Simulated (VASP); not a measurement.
A 63-atom supercell of InP (zinc blende) holds P vacancy in charge state -2. It is relaxed twice, with the total moment held at 1 and at 3 μB. Computed with PBE GGA, VASP's PBE PAW potentials (set 64) (plane waves; VASP). Settings: PREC = Normal, LREAL = Auto, ISYM = 0, NELECT = 253.0, EDIFF = 1E-5, 400 eV cut-off, 1×1×1 Γ-centred mesh, Gaussian smearing of 0.050 eV, potentials In P.

The cell is charged, with a uniform compensating background. The supercell is sampled at Γ alone, which is coarse: total energies, pressure and levels can be off, energies of defects by several tenths of an eV.

### Question
Which spin state lies lower, and by how much?

### Answer
The state with 1 μB lies lower, by 0.44 eV.

The cell is a supercell with a defect, built from InP (zinc blende).
